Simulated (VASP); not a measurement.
Input:

```xyz
2
Lattice="0.0000 3.5437 3.5437 3.5437 0.0000 3.5437 3.5437 3.5437 0.0000" Properties=species:S:1:pos:R:3 pbc="T T T"
Sn     0.0000     0.0000     0.0000
Te     1.7718     1.7718     1.7718
```

Method: PBEsol GGA, VASP's PBE PAW potentials (set 64) (plane waves; VASP). Run with 500 eV cut-off, 7×7×7 Γ-centred mesh, Gaussian smearing of 0.050 eV, potentials Sn_d Te.

Energy and stress use the plane-wave basis of the starting cell.

Task: The ions, cell shape and volume at an external pressure of 5.0 GPa are relaxed. Give the cell that the relaxation ends in.

Result: 
```xyz
2
Lattice="0.0000 3.3766 3.3766 3.3766 0.0000 3.3766 3.3766 3.3766 0.0000" Properties=species:S:1:pos:R:3 pbc="T T T"
Sn     0.0000     0.0000     0.0000
Te     1.6883     1.6883     1.6883
```
Space group F-43m (216), at a tolerance of 0.03 Å.

Task: How do energy and volume change from the first to the last step?

Result: The energy (σ→0) changes by +83.4 meV/atom and the volume by -13.5 %, in 3 ionic steps.

The structure was generated: SnTe was put into the zinc blende type (F-43m), which need not be its known phase. This run relaxes it under an external pressure of 5 GPa. Symmetry was kept, so distortions that lower it aren't found.
